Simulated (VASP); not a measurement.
Input:

```xyz
2
Lattice="2.1191 -1.2237 -0.0038 2.1191 1.2237 -0.0038 -1.3800 0.0000 3.3049" Properties=species:S:1:pos:R:3 pbc="T T T"
C      3.5319     0.0000    -0.0058
C     -0.6737     0.0000     3.3031
```

The numbers are results of LDA (Ceperley-Alder, Perdew-Zunger), VASP's LDA PAW potentials (set 64) (plane waves; VASP), not measurements. Numerical set-up: 650 eV cut-off, 11×11×7 Γ-centred mesh, Gaussian smearing of 0.050 eV, potentials C.

Tensors are in the Cartesian frame of the cell as typed.

Task: Give the elastic stiffness tensor with the ions relaxed (GPa, in the frame of the cell).

Result: 
```tsv
	xx	yy	zz	yz	xz	xy
xx	1100	204	-3.8	0.0	-2.2	0.0
yy	204	1100	-3.0	0.0	0.0	0.0
zz	-3.8	-3.0	34.4	0.0	-0.5	0.0
yz	0.0	0.0	0.0	6.3	0.0	-0.5
xz	-2.2	0.0	-0.5	0.0	6.2	0.0
xy	0.0	0.0	0.0	-0.5	0.0	449
```

Task: Estimate the Hill bulk modulus, Hill shear modulus, Young's modulus, Poisson's ratio.

Result: 
| Quantity | Result |
|---|---|
| Hill bulk modulus | 163 GPa |
| Hill shear modulus | 121 GPa |
| Young's modulus | 291 GPa |
| Poisson's ratio | 0.202 |

The structure comes from a computed database's C entry (C2/m); how it stands against other phases isn't given here. It was relaxed first, which changed the volume by -6 %.
